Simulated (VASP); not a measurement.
Data:

```xyz
2
Lattice="0.0000 1.9970 1.9970 1.9970 0.0000 1.9970 1.9970 1.9970 0.0000" Properties=species:S:1:pos:R:3 pbc="T T T"
Li     0.0000     0.0000     0.0000
H      1.9970     1.9970     1.9970
```

These are r2SCAN meta-GGA, VASP's PBE PAW potentials (set 64) (plane waves; VASP) values and carry that method's errors. Numerical set-up: 600 eV cut-off, 10×10×10 Γ-centred mesh, Gaussian smearing of 0.050 eV, potentials Li_sv H.

Problem. Predict the energy per atom (σ→0), band gap (on the k-mesh) with the smallest direct gap where there is one.

Solution. 
* **band gap (on the k-mesh)**: 3.57 eV
* **smallest direct gap (on the k-mesh)**: 3.57 eV
* **energy per atom (σ→0)**: -3410 meV/atom

The compound is LiH in the rock salt structure. It was relaxed first, which changed the volume by -6 %.
